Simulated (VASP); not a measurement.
Method: LDA (Ceperley-Alder, Perdew-Zunger), VASP's LDA PAW potentials (set 64) (plane waves; VASP).

VASP input:

**INCAR**
```
! general
SYSTEM =Pd
PREC   =Accurate
ENCUT  =500
LREAL  =.FALSE.   ! projection in real space or not
LASPH  =.TRUE.

! electronic loop
EDIFF  =1E-6   ! SCF stop (eV)
NELM   =100   ! most electronic steps
ALGO   =Normal   ! blocked Davidson
LMAXMIX=4

! smearing
ISMEAR =1   ! Methfessel-Paxton
SIGMA  =0.1

! ions
IBRION =2
NSW    =40   ! most ionic steps
ISIF   =3
EDIFFG =-0.02   ! ionic stop
PSTRESS=300   ! kbar

! output
LWAVE  =.FALSE.
LCHARG =.FALSE.
```

File KPOINTS:
```
Automatic mesh
0
Gamma
17 17 17
0 0 0
```

### POSCAR
```
Pd
1.0
  0.0000000000   1.8741842939   1.8741842939
  1.8741842939   0.0000000000   1.8741842939
  1.8741842939   1.8741842939   0.0000000000
Pd
1
Direct
  0.0000000000   0.0000000000   0.0000000000
```

POTCAR, in this order: Pd (LDA.64 set). Program: vasp_std.

Q: What will the output report for the number of irreducible k-points (NKPTS), largest plane-wave count, number of space-group operations, FFT grid (NGX, NGY, NGZ)?

A: 
number of irreducible k-points (NKPTS): 165
largest plane-wave count: 343
number of space-group operations: 48
FFT grid (NGX, NGY, NGZ): 20 × 20 × 20

The compound is Pd in the fcc structure. This run relaxes it under an external pressure of 30 GPa. Symmetry was kept, so distortions that lower it aren't found.
